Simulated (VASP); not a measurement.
Computed with RPBE GGA, VASP's PBE PAW potentials (set 64) (plane waves; VASP 6.6.1).

VASP input:

KPOINTS:
```
Automatic mesh
0
Gamma
6 6 6
0 0 0
```

### INCAR
```
# general
SYSTEM =Bi2Se3
PREC   =Accurate
ENCUT  =520   # plane-wave cut-off (eV)
LREAL  =.FALSE.
LASPH  =.TRUE.   # aspherical one-centre terms

# electronic loop
EDIFF  =1E-6   # SCF stop (eV)
NELM   =100   # most electronic steps
ALGO   =Normal
LMAXMIX=4   # l cut-off of mixed one-centre charges

# smearing
ISMEAR =0
SIGMA  =0.05   # width (eV)

# functional
GGA    =RP

# ions
IBRION =2
NSW    =60   # most ionic steps
ISIF   =3   # ions, shape and volume
EDIFFG =-0.02   # ionic stop

# output
LWAVE  =.FALSE.
LCHARG =.FALSE.
```

File POSCAR:
```
Bi2Se3
1.0
 11.3866933873  -2.1155356283   0.1945232261
 11.3866933873   2.1155356283   0.1945232261
 10.9315354042   0.0000000000   3.8303594120
Bi Se
2 3
Direct
  0.3914026291   0.3914026291   0.3914026291
  0.6085973709   0.6085973709   0.6085973709
  0.0000000000   0.0000000000   0.0000000000
  0.2291431313   0.2291431313   0.2291431313
  0.7708568687   0.7708568687   0.7708568687
```

POTCAR, in this order: Bi_d Se (PBE.64 set). Program: vasp_std.

Question: What will the output report for the number of irreducible k-points (NKPTS), largest plane-wave count, number of space-group operations, FFT grid (NGX, NGY, NGZ)?

Answer: 
```
Property                                      Result
--------------------------------------  ------------
number of irreducible k-points (NKPTS)            32
largest plane-wave count                        4770
number of space-group operations                  12
FFT grid (NGX, NGY, NGZ)                90 × 90 × 90
```

The compound is Bi2Se3 in the tetradymite structure. This run relaxes it. Symmetry was kept, so distortions that lower it aren't found. The start is the result of an earlier pass.
